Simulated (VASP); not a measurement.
Given:

```xyz
10
Lattice="4.4650 0.0000 0.0000 -2.2325 3.8668 0.0000 0.0000 0.0000 24.1008" Properties=species:S:1:pos:R:3 pbc="T T T"
W      0.0000     0.0000     7.9491
W      2.2325     1.2889     8.8605
W      0.0000     2.5779     9.7719
W      0.0000     0.0000    10.6833
W      2.2325     1.2889    11.5947
W      0.0000     2.5779    12.5061
W      0.0000     0.0000    13.4175
W      2.2325     1.2889    14.3289
W      0.0000     2.5779    15.2404
W      0.0000     0.0000    16.1518
```

The numbers are results of PBEsol GGA, VASP's PBE PAW potentials (set 64) (plane waves; VASP), not measurements. Run with PREC = Normal, EDIFF = 1E-5, 400 eV cut-off, 7×7×1 Γ-centred mesh, first-order Methfessel-Paxton smearing of 0.10 eV, potentials W_sv.

Problem. The ions are relaxed. Give the cell that the relaxation ends in.

Solution. 
```xyz
10
Lattice="4.4650 0.0000 0.0000 -2.2325 3.8668 0.0000 0.0000 0.0000 24.1008" Properties=species:S:1:pos:R:3 pbc="T T T"
W      4.4650     0.0000     8.2161
W      2.2325     1.2889     8.9322
W      0.0000     2.5779     9.6191
W      0.0000     0.0000    10.7016
W      2.2325     1.2889    11.5639
W      0.0000     2.5779    12.5369
W      0.0000     0.0000    13.3992
W      2.2325     1.2889    14.4817
W      0.0000     2.5779    15.1687
W      4.4650     0.0000    15.8848
```

Problem. How much energy does the relaxation gain?

Solution. The energy (σ→0) changes by -107.5 meV/atom, in 14 ionic steps.

The cell is a thin slab with vacuum, built from W (bcc): (111) face.
